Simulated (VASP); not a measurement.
ZnCd3Se3S:

```
Zn Cd Se S
1.0
     4.53476    0.00000    0.00000
    -2.26738    3.92722    0.00000
     0.00000    0.00000   10.49796
Zn Cd Se S
1 3 3 1
Direct
  0.66667 0.33333 0.00000
  0.33333 0.66667 0.00000
  0.33333 0.66667 0.69755
  0.33333 0.66667 0.30245
  0.00000 0.00000 0.50000
  0.66667 0.33333 0.50000
  0.00000 0.00000 0.00000
  0.33333 0.66667 0.50000
```

The cell was built by a generator and needn't be a form met in nature.

| Property | Result |
| --- | --- |
| Program | VASP 6.6.1 |
| Task | relaxation of cell and atoms |
| Functional | PBE |
| Potentials or basis | VASP PAW PBE potentials, release 64 (Zn, Cd, Se, S) |
| Cutoff | 520 eV |
| k mesh | 4 × 4 × 2 |
| Occupations | gaussian, width 0.15 eV |
| Spin | no spin polarisation |

At the start: pressure 20.5 GPa; volume 23.37 Å³/atom.

Problem. How do energy, volume and symmetry change on relaxing?

Solution. Over 10 steps the energy falls by 571.1 meV/atom and the volume is 28.74 Å³/atom (+23.0 %); space group P-6m2 (No. 187, to 0.05 Å).

The path:
```csv
step,energy change (eV),largest force (eV/Å),pressure (GPa),volume (Å³)
1,0.0000,8.1080,20.53,186.96
2,-3.8407,0.0831,-4.01,280.06
3,-4.3473,0.7465,-0.56,242.42
4,-4.3494,0.6671,-0.87,244.58
5,-4.4121,0.5733,-0.46,240.03
6,-4.4817,0.2471,1.42,226.71
7,-4.4840,0.3642,0.95,229.33
8,-4.5263,0.2126,0.69,229.55
9,-4.5685,0.1772,0.19,229.98
10,-4.5688,0.0759,0.12,229.94
```

Final structure:
```
CELL_PARAMETERS angstrom
4.88715 0.00000 0.00000
-2.44357 4.23239 0.00000
0.00000 0.00000 11.11659
ATOMIC_POSITIONS crystal
Zn 0.66667 0.33333 0.00000
Cd 0.33333 0.66667 0.00000
Cd 0.33333 0.66667 0.74217
Cd 0.33333 0.66667 0.25783
Se 0.00000 0.00000 0.50000
Se 0.66667 0.33333 0.50000
Se 0.00000 0.00000 0.00000
S 0.33333 0.66667 0.50000
```

Caveat: the k mesh is coarse (spacing up to 0.40 Å⁻¹), so the values aren't converged; the volume moved by over 15 % at a fixed basis, so the end points are rough.
